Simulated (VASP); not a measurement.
Consider the following.

```
CELL_PARAMETERS angstrom
      6.24034     0.00000     0.00000
      0.00000     6.24034     0.00000
      0.00000     0.00000     6.24034
ATOMIC_POSITIONS crystal
  Cs 0.00000 0.00000 0.00000
  Sn 0.50000 0.50000 0.50000
  I  0.50000 0.00000 0.50000
  I  0.00000 0.50000 0.50000
  I  0.50000 0.50000 0.00000
```

All values below come from PBE GGA, VASP's PBE PAW potentials (set 64) (plane waves; VASP 6.6.1). Run with 400 eV cut-off, Gaussian smearing of 0.050 eV, potentials Cs_sv Sn_d I.

Unless said otherwise, spin-orbit coupling is left out, though it shifts the bands of the heavy elements here.

Problem. Give the energies of bands 13 to 25 at the high-symmetry points, in eV from the valence-band maximum.

Solution. 
| band | Γ | X | M | R |
|---|---|---|---|---|
| 13 | -6.15 | -7.01 | -7.71 | -8.35 |
| 14 | -4.60 | -4.48 | -4.33 | -3.20 |
| 15 | -4.60 | -4.48 | -3.36 | -3.20 |
| 16 | -4.60 | -3.00 | -2.65 | -3.20 |
| 17 | -2.28 | -2.52 | -2.65 | -2.47 |
| 18 | -2.28 | -2.52 | -2.58 | -2.47 |
| 19 | -2.28 | -2.44 | -2.58 | -1.70 |
| 20 | -2.13 | -2.25 | -2.48 | -1.70 |
| 21 | -2.13 | -2.25 | -1.72 | -1.70 |
| 22 | -2.13 | -1.54 | -0.76 | 0.00 |
| 23 | 2.22 | 1.16 | 0.84 | 0.40 |
| 24 | 3.17 | 3.73 | 0.84 | 0.40 |
| 25 | 3.17 | 3.95 | 4.00 | 0.40 |

The gap is direct, 0.40 eV, from the valence maximum at R to the conduction minimum at R.

The compound is CsSnI3 in the cubic perovskite structure, the ideal cubic form; the compound distorts at low or room temperature. It was relaxed first.
